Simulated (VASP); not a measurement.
Wanted: the native input for a VASP 6.6.1 run.

| Quantity | Value |
| --- | --- |
| Task | density of states |
| Functional | PBE |
| Potentials or basis | VASP PAW PBE potentials, release 64 (Be, Te, Se) |
| Cutoff | 520 eV |
| k mesh | 6 × 6 × 4 |
| Occupations | gaussian, width 0.03 eV |
| Spin | no spin polarisation |
| k mesh for the DOS | 9 × 9 × 6 |
| Occupations for the DOS | tetrahedron |
| Further INCAR settings | ALGO = Normal; EDIFF = 1e-06; NBANDS = 26 |

The system is Be4TeSe3.

```xyz
8
Lattice="3.7578 0.0000 0.0000 0.0000 3.7578 0.0000 0.0000 0.0000 10.5893" Properties=species:S:1:pos:R:3 pbc="T T T"
Be    1.8789    3.7578    4.0258
Be    3.7578    1.8789    6.5635
Be    3.7578    1.8789    1.4914
Be    1.8789    3.7578    9.0979
Te    0.0000    3.7578    0.0000
Se    1.8789    1.8789    2.7550
Se    3.7578    3.7578    5.2947
Se    1.8789    1.8789    7.8343
```

The cell was built by a generator and needn't be a form met in nature.

The input as run:

POSCAR

```
Be4TeSe3                                
1.0
    3.7577622826      0.0000000000     -0.0000000000
    0.0000000000      3.7577622826      0.0000000000
    0.0000000000      0.0000000000     10.5893248027
  Be              Te              Se            
     4     1     3
Direct
     0.5000000000000000    1.0000000000000000    0.3801762280946434
     1.0000000000000000    0.5000000000000000    0.6198237719053565
     1.0000000000000000    0.5000000000000000    0.1408403089236282
     0.5000000000000000    1.0000000000000000    0.8591596910763718
     0.0000000000000000    1.0000000000000000    0.0000000000000000
     0.5000000000000000    0.5000000000000000    0.2601667751164236
     1.0000000000000000    1.0000000000000000    0.5000000000000000
     0.5000000000000000    0.5000000000000000    0.7398332248835764
```

INCAR.step1

```
SYSTEM = Be4TeSe3
PREC = Accurate
ENCUT = 520
EDIFF = 1E-6
ISMEAR = 0
SIGMA = 0.03
LREAL = .FALSE.
LASPH = .TRUE.
NELM = 80
ALGO = Normal
ISIF = 2
LWAVE = .FALSE.
LCHARG = .TRUE.
GGA = PE
NBANDS = 26
KPAR = 4
```

KPOINTS.step1

```
Automatic mesh
0
G
  6 6 4
  0 0 0
```

INCAR.step2

```
SYSTEM = Be4TeSe3
PREC = Accurate
ENCUT = 520
EDIFF = 1E-6
ISMEAR = -5
SIGMA = 0.03
LREAL = .FALSE.
LASPH = .TRUE.
NELM = 80
ALGO = Normal
ISIF = 2
LWAVE = .FALSE.
LCHARG = .FALSE.
GGA = PE
LORBIT = 11
NBANDS = 26
KPAR = 4
NEDOS = 1001
ICHARG = 11
```

KPOINTS.step2

```
Automatic mesh
0
G
  9 9 6
  0 0 0
```

Potentials or basis: VASP PAW PBE potentials, release 64 (Be, Te, Se).

Command:

```console
$ cat potpaw_PBE.64/Be/POTCAR potpaw_PBE.64/Te/POTCAR potpaw_PBE.64/Se/POTCAR > POTCAR
$ cp INCAR.step1 INCAR
$ cp KPOINTS.step1 KPOINTS
$ mpirun -np 4 vasp_std > vasp.out
$ cp INCAR.step2 INCAR
$ cp KPOINTS.step2 KPOINTS
$ mpirun -np 4 vasp_std > vasp.out
```

Results of the run:

- Valence electrons inside the program's atomic spheres: Be 0.93, 0.96; Te 3.55; Se 3.94, 3.95

Wall time 39 s on 4 MPI ranks on Intel(R) Xeon(R) Platinum 8488C (Sapphire Rapids), on a shared host, peak memory 0.36 GiB a rank.
